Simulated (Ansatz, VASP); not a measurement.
# Cross-check of H between VASP and Ansatz, part 2 of 2

One calculation is typed for both programs; each brings its own data sets. How far apart do they land? The two relaxations start from unlike cells of this crystal (the structure described is Ansatz's start), so only their ends are compared.

VASP 6.6.1 and Ansatz 0.2.0.

So far: The starting structure; VASP: relaxation of cell and atoms, r2SCAN.

## (3) Ansatz: relaxation of cell and atoms, r2SCAN

Level of this step: Ansatz beside VASP: Kohn-Sham DFT, plane waves, r2SCAN (Ansatz).

Ansatz runs on its default PAW (the set named soft_2) files.

Its own start cell and the same functional, mesh and smearing now go to Ansatz, which takes its cutoff from its data sets.

Contents of input.yaml:

```yaml
crystal:
  lattice:
    - [1.64853186, -2.73168823, 0.0]
    - [1.64853186, 2.73168823, 0.0]
    - [0.0, 0.0, 6.31376862]
  atoms:
    - { symbol: H, position: [0.5678085, 0.4321915, 0.99951495] }
    - { symbol: H, position: [0.4321915, 0.5678085, 0.00048505] }
    - { symbol: H, position: [0.4321915, 0.5678085, 0.49951495] }
    - { symbol: H, position: [0.5678085, 0.4321915, 0.50048505] }
kpoints:
  mp_grid: { grid: [8, 8, 4] }
hamiltonian:
  xc: r2scan
scf:
  occupations: { method: gaussian, width: 0.02 }
output:
  forces: true
  stress: true
  eigenvalues: true
  write_density: true
  write_potential: true
  elf: true
  volumetric_format: npy
relax:
  adjacent_minimum: "off"
  f_tol: 0.005
  max_steps: 80
  cell: { stress_tol: 0.05 }
```

Command:

```console
$ ansatz run input.yaml --threads 4 --pin off --max-ram 7168MiB --backend cpu --events-out ev --progress --plain --runs-dir out
```

Numbers of over 12 decimals in the logs are rounded to 6 here.

Log:

```text
Engine: ansatz 0.2.0, aarch64-unknown-linux-gnu
Pseudopotentials: kind: paw
Pseudopotential: H, paw, valence charge 1, recommended cutoff 500 eV (meta_gga), H.paw.azcp
Functional definition: r2SCAN
  parameter k0 = 0.174
  parameter k1 = 0.065
  parameter a1 = 4.9479
  exchange = r2scan_x(k0 = k0, k1 = k1, a1 = a1)
  correlation = r2scan_c
Crystal: 4 atoms, lattice volume = 56.865 Å³
Basis set: ecut = 500 eV, 1425 PW (Γ), exchange–correlation on 96×96×192 points (64 copies of the dense FFT grid, shifted against one another)
Bands: 6, of which v1, the nominal top of the filled ones, is band 2 counted from 1 (1 counted from 0)
Symmetry: 8 space group operations
Space group: Cmcm (ITA 63), of the structure as read, at distance tolerance 3.8e-5 Å
k-points: 63 of 256
Non-local potential: H, projectors of the file, l = 0: 2, l = 1: 1
PAW form: soft (Blöchl's): semilocal exchange-correlation on the pseudo side does not see the compensation charge
PAW one-centre angular grid: H, 302 points (default); XC on 160 Gauss nodes
Initial density: superposition of atomic densities (neutral atoms: chi_scale 0, normalization atom), corrected by the library's trained network
Initial wavefunctions: pseudopotential atomic-orbital guess
Functional: x = r2scan, c = r2scan; τ floored in thin density (d = 2e-4 eV/Å³)
SCF iter   1: F=—  HF=-63.862002 eV  |F-HF|=—  |Δ(HF+E_count)|=         —  Δρ=1.37e-3  dr2=5.39e-4  dr2_τ=2.54e-2  ethr=1.77e-3  ⟨swp⟩=4.2  Hψ=3115  notcnv=0
preconditioner: auto → none  [insulator: Δε(μ)=8.843 eV  Ē_g=13.589 eV  σ=0.020 eV  W_gap=1.00  n_scr=2 (ndim 8)  ℏωp=9.8 eV  f_vac=0.148  D(μ)=0.00/eV (n_scr^D=0)  ε∞_Penn≈1.5]
SCF iter   2: F=—  HF=-63.748402 eV  |F-HF|=—  |Δ(HF+E_count)|=   1.14e-1  Δρ=6.94e-4  dr2=1.25e-4  dr2_τ=1.81e-5  ethr=1.35e-5  ⟨swp⟩=3.0  Hψ=1514  notcnv=0
SCF iter   3: F=—  HF=-63.748482 eV  |F-HF|=—  |Δ(HF+E_count)|=   8.07e-5  Δρ=5.61e-5  dr2=9.49e-7  dr2_τ=2.87e-7  ethr=3.11e-6  ⟨swp⟩=2.1  Hψ=761  notcnv=0
SCF iter   4: F=—  HF=-63.748497 eV  |F-HF|=—  |Δ(HF+E_count)|=   1.51e-5  Δρ=7.76e-6  dr2=2.44e-8  dr2_τ=3.95e-9  ethr=2.37e-8  ⟨swp⟩=2.0  Hψ=750  notcnv=0
iter 5 did not close the SCF: its close was put off for the readings that it lacked (scf_convergence_deferred on its scf_iter line)
SCF iter   5: F=-63.748498 eV  HF=-63.748498 eV  |F-HF|=1.32e-8  |Δ(HF+E_count)|=   1.35e-7  Δρ=1.84e-6  dr2=1.51e-9  dr2_τ=3.01e-10  ethr=6.10e-10  ⟨swp⟩=2.0  Hψ=504  notcnv=0
SCF iter   6: F=-63.748498 eV  HF=-63.748498 eV  |F-HF|=2.05e-9  |Δ(HF+E_count)|=   1.28e-8  Δρ=7.38e-7  dr2=1.19e-10  dr2_τ=3.58e-11  ethr=3.78e-11  ⟨swp⟩=3.9  Hψ=1434  notcnv=0
SCF 1 converged in 6 iterations: F = -63.748498 eV  dr2 = 1.19e-10
  greatest PAW one-centre occupation: 0.375 electrons in one spin orbital (limit 2), on the H atom at site 3 (counted from 0), in its partial waves of l = 0
relax step   1: F+E_penalty+E_count = -63.74849754 eV  Δ(F+E_penalty+E_count) = +0.000e0 eV  max|allowed force component| = 4.873e-3 eV/Å  Δτ_max = 0.0000 Å  P = +0.237 GPa  Ω = 56.865 Å³  (6 SCF iters, dr2 threshold 1.00e-7 eV, accepted)
[...]
relax step   2: F+E_penalty+E_count = -63.74957988 eV  Δ(F+E_penalty+E_count) = -1.082e-3 eV  max|allowed force component| = 1.523e-3 eV/Å  Δτ_max = 0.0020 Å  P = +0.211 GPa  Ω = 57.812 Å³  energy of the carried Pulay correction = -2.183e-4 eV  (4 SCF iters, dr2 threshold 1.58e-7 eV, accepted)
[...]
relax step  26: F+E_penalty+E_count = -63.76458513 eV  Δ(F+E_penalty+E_count) = +3.563e-4 eV  max|allowed force component| = 2.545e-3 eV/Å  Δτ_max = 0.0035 Å  P = -0.001 GPa  Ω = 87.857 Å³  energy of the carried Pulay correction = -3.681e-3 eV  (5 SCF iters, accepted)
[...]
relax step  27: F+E_penalty+E_count = -63.76966737 eV  Δ(F+E_penalty+E_count) = -5.082e-3 eV  max|allowed force component| = 2.914e-3 eV/Å  Δτ_max = 0.0000 Å  P = +0.029 GPa  Ω = 87.857 Å³  stress off target by 4.61e-2 GPa  SCF on the basis re-selected at this cell (its energy is not comparable with the rows above)  (9 SCF iters)
basis re-selected at this cell: Δ(F+E_penalty+E_count) = -5.082e-3 eV, ΔP = +0.030 GPa vs the last step (what re-selecting the basis moved, of the pressure what is left beyond the Pulay correction that the steps carried, after the strain that the cell walked since its last selection, with what the two solves' SCF thresholds leave and, on support functions, any second-order correction that the steps lacked; it is no measure of the basis error at this ecutwfc). The dense FFT grid was sized anew with the basis: this SCF ran on 27×27×60 points, the steps before it on 25×25×54, so part of this shift can come from that change (see relax.cell in the input reference). [rest of the remark cut]
WARN: The input density's exchange-correlation potential varies sharply where the density is thin. Do not read a vacuum level from v_tot or v_xc, or from such a field of the output density. On a cell that repeats whose density bears no net charge and no dipole along the vacuum's axis use v_es (v_loc + v_h of the components); under efield.dipole_correction with no amplitude use v_es + v_field, which holds any external [...]
SCF converged after 9 iterations
Free energy (F): -63.769667 eV
Harris-Foulkes:  -63.769667 eV  (|F-HF|=1.22e-11)
Internal energy: -63.769667 eV  (E = F + TS)
E sigma→0 (E₀):  -63.769667 eV
Fermi energy:    -4.622885 eV
--- Per-component energies (eV) ---
  E_band       = -40.053618
  E_kinetic    = 54.159731
  E_local      = -108.934833  (includes V_loc(G=0)·N_el)
  E_nonlocal   = 6.871934
  E_hartree    = 29.066261
  E_xc         = -35.555818
  E_vxc        = -50.166692  (∫ρ·V_xc dr)
  E_paw        = -2.352461  (= ΣΔE_a)
  E_vpaw       = -3.069380  (= ΣTr[D̂ρ^β])
  E_aug_tail   = -0.001820  (compensation charges beyond the density's cutoff)
  E_vtau       = 2.954897  (kinetic-family band-sum trace: ∫τ·v_τ [+ j·A + Jᵃ·Aᵃ] dr)
  E_ewald      = -7.022662
  E_smearing   = -0.000000  (= −TS)
  E_closure    = -0.000000  (closes the sum)
  Σ components = -63.769667   (vs F -63.769667, Δ=0.00e0)
--- Forces (eV/Å), atoms counted from 1 ---
  atom   1  H     -0.00000000     0.00135002     0.00291421
  atom   2  H      0.00000000    -0.00135002    -0.00291421
  atom   3  H      0.00000000    -0.00135002     0.00291421
  atom   4  H     -0.00000000     0.00135002    -0.00291421
  max |Σ_I F_I| component: 0.00e0 eV/Å
--- Stress (GPa, compression-positive) ---
        0.024991      -0.000000       0.000000
       -0.000000       0.017270      -0.000000
        0.000000      -0.000000       0.046113
  P = ⅓ Tr σ = 0.0295 GPa (0.295 kbar)
--- Band table (eV; the first three rows and the last of 63) ---
  k-point 0: bands = ["-10.4910", "-10.1954", "0.4790", "2.5235", "5.4480", "6.2363"]
  k-point 1: bands = ["-10.4501", "-10.2413", "0.7343", "2.1680", "5.4961", "6.0332"]
  k-point 2: bands = ["-10.3483", "-10.3483", "1.4019", "1.4019", "5.7029", "5.7029"]
  k-point 62: bands = ["-9.8468", "-9.8468", "1.2910", "1.2910", "4.7121", "4.7121"]
--- Relaxed structure (25 steps of the walk, 22 accepted, 2 SCFs on fresh bases) ---
  F+E_penalty+E_count = -63.76966737 eV   max|allowed force component| = 2.914e-3 eV/Å   (the final SCF, on the basis selected at the relaxed cell)
  cell:  # Å, volume = 87.8569 Å³
    - [1.885579, -3.145523, 0.0]
    - [1.885579, 3.145523, 0.0]
    - [0.0, 0.0, 7.406420]
  atoms:
    - { symbol: H, position: [0.545179, 0.454821, 0.967866] }
    - { symbol: H, position: [0.454821, 0.545179, 0.032134] }
    - { symbol: H, position: [0.454821, 0.545179, 0.467866] }
    - { symbol: H, position: [0.545179, 0.454821, 0.532134] }
```

## (4) Comparison

Known differences besides the potentials themselves: the cutoff is 500 eV in Ansatz and 550 eV in VASP; Ansatz adds a Pulay correction to the stress that steers its cell, VASP none. Total energies have different zeros and are not compared.

Both answers:

```
                                         quantity  Ansatz   VASP  difference
                                      volume (Å³)   87.86  65.05    +35.05 %
edge a after relaxation, in the typed setting (Å)   3.667  3.311    +10.76 %
edge c after relaxation, in the typed setting (Å)   7.406  6.654    +11.30 %
```

## (5) What came out

| Quantity | Value |
| --- | --- |
| difference in volume (relaxation of cell and atoms, r2SCAN) | 35 % |

The difference in volume is 35 % (relaxation of cell and atoms, r2SCAN), beyond the 1.2 % picked in this series as the mark of a large difference, as far as the stopping tolerances let one tell. What causes the difference of the relaxation of cell and atoms, r2SCAN pair stays open here. 1 further run of this series is not shown here. How closely two codes agree says nothing of how well the functional describes the real material.

[Lines on the potential files, build, host, timing and source positions are cut from VASP's logs without a mark.]

[Logs are printed without paths, hosts, clocks, repeated set-up lines and the standing remarks that a program may print on its own settings, such as how far it seeks lower states.]

[Hosts, paths, dates, database ids (printed as entryN), source tags and the programs' standing remarks are cut or masked in the printed files.]
